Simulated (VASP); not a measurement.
OSZICAR of a VASP run on PtSb (relaxed from the CsCl type structure, space group Pm-3m):

OSZICAR:
```
       N       E                     dE             d eps       ncg     rms          rms(c)
DAV:   1    -0.865976555068E+01   -0.86598E+01   -0.55822E+03  1936   0.946E+02
DAV:   2    -0.784927528710E+02   -0.69833E+02   -0.64490E+02  2153   0.200E+02
DAV:   3    -0.808906879216E+02   -0.23979E+01   -0.23401E+01  2176   0.393E+01
DAV:   4    -0.809154538652E+02   -0.24766E-01   -0.24906E-01  2047   0.444E+00
DAV:   5    -0.809158109762E+02   -0.35711E-03   -0.36061E-03  2183   0.546E-01    0.729E+00
DAV:   6    -0.771252778999E+02    0.37905E+01   -0.15032E+00  1963   0.134E+01    0.460E+00
DAV:   7    -0.771567581097E+02   -0.31480E-01   -0.31972E-01  1980   0.545E+00    0.270E+00
DAV:   8    -0.771878703904E+02   -0.31112E-01   -0.98400E-02  1934   0.246E+00    0.745E-01
DAV:   9    -0.771916389930E+02   -0.37686E-02   -0.38766E-02  1985   0.171E+00    0.135E-01
DAV:  10    -0.771958865938E+02   -0.42476E-02   -0.22517E-02  2051   0.133E+00    0.139E-01
DAV:  11    -0.771997464982E+02   -0.38599E-02   -0.25115E-03  2037   0.475E-01    0.325E-02
DAV:  12    -0.771997749270E+02   -0.28429E-04   -0.17899E-04  2023   0.149E-01    0.151E-02
DAV:  13    -0.771999212178E+02   -0.14629E-03   -0.71414E-05  2022   0.978E-02    0.593E-03
DAV:  14    -0.771999414943E+02   -0.20277E-04   -0.19135E-05  2132   0.400E-02    0.447E-03
DAV:  15    -0.771999430207E+02   -0.15263E-05   -0.51693E-07  1984   0.597E-03    0.515E-03
DAV:  16    -0.771999421733E+02    0.84737E-06   -0.48230E-08  1089   0.251E-03    0.649E-03
DAV:  17    -0.771999466562E+02   -0.44829E-05   -0.16799E-06  2006   0.114E-02    0.897E-03
DAV:  18    -0.771999457930E+02    0.86318E-06   -0.17943E-07  1382   0.429E-03    0.583E-03
DAV:  19    -0.771999460741E+02   -0.28105E-06   -0.22192E-08   948   0.138E-03    0.299E-03
DAV:  20    -0.771999458616E+02    0.21248E-06   -0.17351E-08   945   0.109E-03    0.681E-04
DAV:  21    -0.771999459260E+02   -0.64386E-07   -0.13410E-09   936   0.327E-04
   1 F= -.77199946E+02 E0= -.77199946E+02  d E =0.000000E+00
       N       E                     dE             ncg
```

**Question.** Which electronic solver shows in the log?

**Answer.** It is blocked Davidson (ALGO = Normal, or the opening steps of other solvers). The INCAR had ALGO = Normal.

**Question.** Can the final energy be trusted as converged?

**Answer.** Self-consistency was reached. It stopped with EDIFF = 1E-7, NELM = 100 (r2SCAN meta-GGA, plane waves, VASP's PBE PAW potentials (set 64)).

The structure was generated: PtSb was put into the CsCl type type (Pm-3m), which need not be its known phase. It was relaxed first, which changed the volume by -14 %. The electron count is odd and the run is not spin-polarised, which forces a metal.
